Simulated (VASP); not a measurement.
All values below come from LDA (Ceperley-Alder, Perdew-Zunger), VASP's LDA PAW potentials (set 64) (plane waves; VASP).

The input files of a VASP run:

### KPOINTS
```
Automatic mesh
0
Gamma
 8 8 8
```

### INCAR
```
SYSTEM = Ni3Si
PREC = Accurate
ENCUT = 400
EDIFF = 1E-6
NELM = 100
ALGO = Normal
LREAL = .FALSE.
LASPH = .TRUE.
ISMEAR = 1
SIGMA = 0.1
LMAXMIX = 4
LWAVE = .FALSE.
LCHARG = .FALSE.
IBRION = 2
ISIF = 3
NSW = 60
EDIFFG = -0.02
```

POSCAR:
```
Ni3Si
1
    3.4298385964     0.0000000000    -0.0000000000
   -0.0000000000     3.4298385964    -0.0000000000
    0.0000000000     0.0000000000     3.4298385964
Si Ni
1 3
Direct
  0.0000000000   0.0000000000   0.0000000000
  0.0000000000   0.5000000000   0.5000000000
  0.5000000000   0.0000000000   0.5000000000
  0.5000000000   0.5000000000   0.0000000000
```

POTCAR, in this order: Si Ni (LDA.64 set). Program: vasp_std.

**Question.** What will the output report for the number of irreducible k-points (NKPTS), number of bands (NBANDS), largest plane-wave count, number of space-group operations, FFT grid (NGX, NGY, NGZ)?

**Answer.** 
```
Quantity                                       Value
--------------------------------------  ------------
number of irreducible k-points (NKPTS)            35
number of bands (NBANDS)                          21
largest plane-wave count                         756
number of space-group operations                  48
FFT grid (NGX, NGY, NGZ)                24 × 24 × 24
```

The compound is Ni3Si in the L1_2 structure. This run relaxes it. Symmetry was kept, so distortions that lower it aren't found. The start is the result of an earlier pass. The run is not spin-polarised, so no magnetic state was tried.
